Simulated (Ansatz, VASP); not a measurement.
# NiGe: VASP beside Ansatz, part 2 of 2

Aim: how closely do two programs agree when they are given the same cell, functional and k mesh? The structure shown is the end of the Ansatz relaxation below.

VASP 6.6.1 and Ansatz 0.2.0.

So far: The starting structure; Ansatz: relaxation, PBEsol.

**3. VASP: single point, PBEsol**

Level of this step: PBEsol, no spin polarisation; plane waves and PAW (Ge_d, Ni) (VASP).

The same cell, functional, mesh and smearing now go to VASP, with its own data sets.

Lines of VASP's logs that name or quote its potential files are left out, and so is its time.

The input, INCAR:

```
SYSTEM = NiGe
PREC = Accurate
ENCUT = 600
EDIFF = 1E-06
NELM = 120
ISMEAR = -1
SIGMA = 0.05
LREAL = .FALSE.
ALGO = Normal
GGA = PS
NBANDS = 59
LASPH = .TRUE.
LORBIT = 11
LWAVE = .FALSE.
LCHARG = .FALSE.
ISIF = 2
GGA_COMPAT = .FALSE.
KPAR = 2
```

The input, POSCAR:

```
NiGe
1.0
    5.3296079447      0.0000000000      0.0000000000
    0.0000000000      3.5017057627      0.0000000000
    0.0000000000      0.0000000000      5.5615987900
Ge Ni
4 4
Direct
    0.3129759288      0.7500000000      0.0946380395
    0.1870240712      0.2500000000      0.5946380395
    0.8129759288      0.7500000000      0.4053619605
    0.6870240712      0.2500000000      0.9053619605
    0.0088891611      0.2500000000      0.1865261233
    0.4911108389      0.7500000000      0.6865261233
    0.5088891611      0.2500000000      0.3134738767
    0.9911108389      0.7500000000      0.8134738767
```

The input, KPOINTS:

```
Automatic mesh
0
Gamma
8 13 8
0 0 0
```

The projector-augmented-wave data sets are Ge_d and Ni (PBE family, release 64).

Launch:

```sh
mpirun -np 2 vasp_std
```

Numbers of over 12 decimals in the logs are rounded to 6 here.

What it wrote:

```text
[banner, memory and clock lines left out]
running    2 mpi-ranks, on    1 nodes
 distrk:  each k-point on    1 cores,    2 groups
 distr:  one band on    1 cores,    1 groups

 POSCAR found type information on POSCAR GeNi
 POSCAR found :  2 types and       8 ions
|                                                                             |
|               ----> ADVICE to this user running VASP <----                  |
|                                                                             |
|     You enforced a specific xc type in the INCAR file but a different       |
|     [... a line on the potential file left out ...]
|     I HOPE YOU KNOW WHAT YOU ARE DOING!                                     |
|                                                                             |

 LDA part: xc-table for (Slater+PW92), standard interpolation
 POSCAR, INCAR and KPOINTS ok, starting setup
 FFT: planning ... GRIDC
 FFT: planning ... GRID_SOFT
 FFT: planning ... GRID
 WAVECAR not read
 entering main loop
       N       E                     dE             d eps       ncg     rms          rms(c)
DAV:   1     0.108505409289E+04    0.10851E+04   -0.43578E+04 24372   0.474E+03
DAV:   2     0.185569132514E+03   -0.89948E+03   -0.85469E+03 20650   0.106E+03
DAV:   3    -0.342224807024E+02   -0.21979E+03   -0.20943E+03 20667   0.294E+02
DAV:   4    -0.525870747112E+02   -0.18365E+02   -0.17984E+02 22763   0.959E+01
DAV:   5    -0.530880573918E+02   -0.50098E+00   -0.49911E+00 22666   0.179E+01    0.247E+01
DAV:   6    -0.605312385872E+02   -0.74432E+01   -0.89436E+01 24396   0.100E+02    0.334E+01
DAV:   7    -0.472895929645E+02    0.13242E+02   -0.32303E+01 22320   0.679E+01    0.348E+00
DAV:   8    -0.473462080205E+02   -0.56615E-01   -0.38597E+00 24828   0.134E+01    0.338E+00
DAV:   9    -0.472579401836E+02    0.88268E-01   -0.69347E-01 24283   0.785E+00    0.674E-01
DAV:  10    -0.472558503451E+02    0.20898E-02   -0.55280E-02 22044   0.254E+00    0.328E-01
DAV:  11    -0.472555567160E+02    0.29363E-03   -0.53599E-03 28695   0.548E-01    0.132E-01
DAV:  12    -0.472555990117E+02   -0.42296E-04   -0.36627E-04 27268   0.150E-01    0.451E-02
DAV:  13    -0.472555824427E+02    0.16569E-04   -0.51755E-05 25647   0.857E-02    0.616E-03
DAV:  14    -0.472555823245E+02    0.11814E-06   -0.11802E-05 19434   0.203E-02    0.395E-03
DAV:  15    -0.472555822652E+02    0.59363E-07   -0.41620E-07 11573   0.567E-03
   1 F= -.47255582E+02 E0= -.47246007E+02  d E =-.191506E-01
```

OUTCAR, selected parts (step 3):

```text
ion  position               nearest neighbor table
   1  0.313  0.750  0.095-   8 2.32   7 2.37   7 2.37   5 2.44   5 2.44   6 2.46   4 2.85   4 2.85

  LATTYP: Found a simple orthorhombic cell.
 ALAT       =     3.5017057627
 B/A-ratio  =     1.5220033623
 C/A-ratio  =     1.5882541729

 Subroutine GETGRP returns: Found  8 space group operations
 (whereof  2 operations were pure point group operations)

The static configuration has the point symmetry S_2 .
 The point group associated with its full space group is D_2h.

 Found    175 irreducible k-points:

   k-points           NKPTS =    175   k-points in BZ     NKDIM =    175   number of bands    NBANDS=     59

   dimension x,y,z NGX =    48 NGY =   28 NGZ =   48
   dimension x,y,z NGXF=    96 NGYF=   56 NGZF=   96

   ENCUT  =  600.0 eV  44.10 Ry    6.64 a.u.  10.64  6.99 11.11*2*pi/ulx,y,z

   NELECT =      96.0000    total number of electrons

 k-points in reciprocal lattice and weights: Automatic mesh
   0.00000000  0.00000000  0.00000000       0.001
   0.12500000  0.00000000  0.00000000       0.002
   0.25000000  0.00000000  0.00000000       0.002
   0.37500000  0.00000000  0.00000000       0.002
   0.50000000  0.00000000  0.00000000       0.001
   0.00000000  0.07692308  0.00000000       0.002
   0.12500000  0.07692308  0.00000000       0.005
   0.25000000  0.07692308  0.00000000       0.005
   0.37500000  0.07692308  0.00000000       0.005
[...]
0.37500000  0.46153846  0.50000000       0.005
   0.50000000  0.46153846  0.50000000       0.002

 average (electrostatic) potential at core
       1 -69.7644       2 -69.7644       3 -69.7644       4 -69.7644       5 -82.3164
       6 -82.3164       7 -82.3164       8 -82.3164

 E-fermi :   9.1934

 k-point     1 :       0.0000    0.0000    0.0000
  band No.  band energies     occupation
    ...
     44       7.4479      2.00000
     45       7.7930      2.00000
     46       7.8282      2.00000
     47       8.1417      2.00000
     48       8.3784      2.00000
     49       9.9860      0.00000
     50      10.0592      0.00000
     51      12.9882      0.00000
     52      13.2113      0.00000
     53      13.3697      0.00000
    ...

 k-point     2 :       0.1250    0.0000    0.0000
  band No.  band energies     occupation
    ...
     44       7.4628      2.00000
     45       7.7314      2.00000
     46       8.0791      2.00000
     47       8.1380      2.00000
     48       8.3771      2.00000
     49      10.2188      0.00000
     50      10.4661      0.00000
     51      12.9608      0.00000
     52      13.0619      0.00000
     53      13.2253      0.00000
    ...

 k-point     3 :       0.2500    0.0000    0.0000
  band No.  band energies     occupation
    ...
     44       7.5005      2.00000
     45       7.6261      2.00000
     46       7.8990      2.00000
     47       8.5544      1.99999
     48       8.7515      1.99971
     49      10.7876      0.00000
     50      11.4498      0.00000
     51      12.2119      0.00000
     52      12.5222      0.00000
     53      13.2121      0.00000
    ...

  Total        0.1297449      0.0953549      2.3301923      0.0000000      0.0000000      0.0000000
  in kB        2.0027482      1.4719023     35.9689515      0.0000000      0.0000000      0.0000000
  external PRESSURE =      13.1478673 kB  Pullay stress =       0.0000000 kB

  energy-cutoff  :      600.00
  volume of cell :      103.79
      direct lattice vectors                 reciprocal lattice vectors
     5.329607945  0.000000000  0.000000000     0.187631062  0.000000000  0.000000000
     0.000000000  3.501705763  0.000000000     0.000000000  0.285575108  0.000000000
     0.000000000  0.000000000  5.561598790     0.000000000  0.000000000  0.179804412

 POSITION                                       TOTAL-FORCE (eV/Angst)
 -----------------------------------------------------------------------------------
      1.66804      2.62628      0.52634        -0.002764     -0.000000      0.004300
      0.99676      0.87543      3.30714         0.002764      0.000000      0.004300
      4.33284      2.62628      2.25446        -0.002764     -0.000000     -0.004300
      3.66157      0.87543      5.03526         0.002764      0.000000     -0.004300
      0.04738      0.87543      1.03738         0.006384     -0.000000     -0.000624
      2.61743      2.62628      3.81818        -0.006384     -0.000000     -0.000624
      2.71218      0.87543      1.74342         0.006384      0.000000      0.000624
      5.28223      2.62628      4.52422        -0.006384      0.000000      0.000624
 -----------------------------------------------------------------------------------
    total drift:                                0.000000     -0.000000     -0.000000

  FREE ENERGIE OF THE ION-ELECTRON SYSTEM (eV)
  ---------------------------------------------------
  free  energy   TOTEN  =       -47.2555822652 eV

  energy  without entropy=      -47.2364316414  energy(sigma->0) =      -47.24600695

 total charge
# of ion       s       p       d       tot
------------------------------------------
    1        1.136   1.209  10.095  12.441
    2        1.136   1.209  10.095  12.441
    3        1.136   1.209  10.095  12.441
    4        1.136   1.209  10.095  12.441
    5        0.472   0.565   8.465   9.502
    6        0.472   0.565   8.465   9.502
    7        0.472   0.565   8.465   9.502
    8        0.472   0.565   8.465   9.502
--------------------------------------------------
tot          6.434   7.099  74.242  87.775

[... 3 further parts left out ...]
```

This run has no spin polarisation, so a moment on Ni, if there is one, isn't seen.

**4. Comparison**

Known differences besides the potentials themselves: the data sets hold 128 valence electrons in Ansatz (on its PAW soft_1 files) and 96 in VASP; Ansatz makes its cores anew for this functional, VASP keeps those of its PBE data sets; Ansatz's pressure holds a Pulay correction, VASP's none. Total energies have different zeros and are not compared.

Both answers:

```tsv
quantity	Ansatz	VASP	difference
pressure (GPa)	1.16	1.31	-0.15
```

At this near-relaxed geometry the largest component of a force difference is 7 meV/Å.

**5. What came out**

```
difference in pressure (single point, PBEsol) : -0.15 GPa
```

In words: The difference in pressure is -0.15 GPa (single point, PBEsol), within the 1 GPa picked in this series as the mark of a large difference. The data sets hold unlike numbers of valence electrons (128 in Ansatz and 96 in VASP), so part of the differences comes from the potentials. Such differences can come from data sets, numerical settings and the points named under the comparisons, not from the functional's error against experiment.

[Lines on the potential files, build, host, timing and source positions are cut from VASP's logs without a mark.]

[Logs are printed without paths, hosts, clocks, repeated set-up lines and the standing remarks that a program may print on its own settings, such as how far it seeks lower states.]

[Hosts, paths, dates, database ids (printed as entryN), source tags and the programs' standing remarks are cut or masked in the printed files.]
